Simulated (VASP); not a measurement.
AlSn, 2 atoms in the cell. The structure is hexagonal, space group P-6m2 (No. 187). The conventional cell has a = 4.238 Å, b = 4.238 Å, c = 3.249 Å, α = 90.00°, β = 90.00°, γ = 120.00°. Around Al (site symmetry -6m2) lie 6 Sn at 2.94 Å and 2 Al at 3.25 Å. Around Sn (site symmetry -6m2) lie 6 Al at 2.94 Å and 2 Sn at 3.25 Å. The cell comes from a database or a generator and needn't be the stable form of this composition. The cell isn't the ideal one: cell and atoms relaxed from 1.08 times the given volume, LAPW in place of PAW files.

```yaml
Program: VASP 6.6.1
Task: single point
Functional: PBE
Potentials_or_basis: VASP PAW PBE potentials, release 64 (Al, Sn_d)
Cutoff: 520 eV
k_mesh: 9 × 9 × 10
Occupations: fermi-dirac, width 0.05 eV
Spin: no spin polarisation
Dipole_correction: no
Further_INCAR_settings: ALGO = Fast; EDIFF = 1e-06; NBANDS = 16
```

Potentials or basis: VASP PAW PBE potentials, release 64 (Al, Sn_d).

Run with:

```bash
$ cat potpaw_PBE.64/Al/POTCAR potpaw_PBE.64/Sn_d/POTCAR > POTCAR
$ mpirun -np 1 vasp_std > vasp.out
```

Hardware: 1 thread of Intel(R) Xeon(R) Platinum 8175M CPU @ 2.50GHz (Skylake/Cascade Lake), with other jobs on the host.

Question: How long does it take, and how much memory?

Answer: Wall time 35 s on 1 thread of Intel(R) Xeon(R) Platinum 8175M CPU @ 2.50GHz (Skylake/Cascade Lake), on a shared host, peak memory 0.19 GiB. Counts: scf iterations 12, k points 72.
